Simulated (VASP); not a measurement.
Consider the following.

```yaml
crystal:
  lattice:
    - [3.99662, 0.00000, 0.00000]
    - [0.00000, 3.99662, 0.00000]
    - [0.00000, 0.00000, 5.26154]
  atoms:
    - { symbol: Pb, position: [0.50000, 0.00000, 0.77373] }
    - { symbol: Pb, position: [0.97498, 0.50000, 0.22627] }
    - { symbol: O, position: [0.50000, 0.50000, 0.00000] }
    - { symbol: O, position: [0.00000, 0.00000, 0.00000] }
```

These are r2SCAN meta-GGA, VASP's PBE PAW potentials (set 64) (plane waves; VASP) values and carry that method's errors. Numerical set-up: 600 eV cut-off, 6×6×4 Γ-centred mesh, Gaussian smearing of 0.050 eV, potentials Pb_d O.

Unless said otherwise, spin-orbit coupling is left out, though it shifts the bands of the heavy elements here.

Q: What does the run give for the energy per atom (σ→0), largest force, band gap (on the k-mesh) with the smallest direct gap where there is one?

A: 
The band gap (on the k-mesh) is 1.77 eV and the smallest direct gap (on the k-mesh) comes out as 2.56 eV. The energy per atom (σ→0) is -32.376 eV/atom and the largest force is 0.478 eV/Å.

The absolute energy has meaning only against runs of the same code, potentials and settings.

The compound is PbO in the litharge structure. This cell was strained or had an atom moved on purpose.
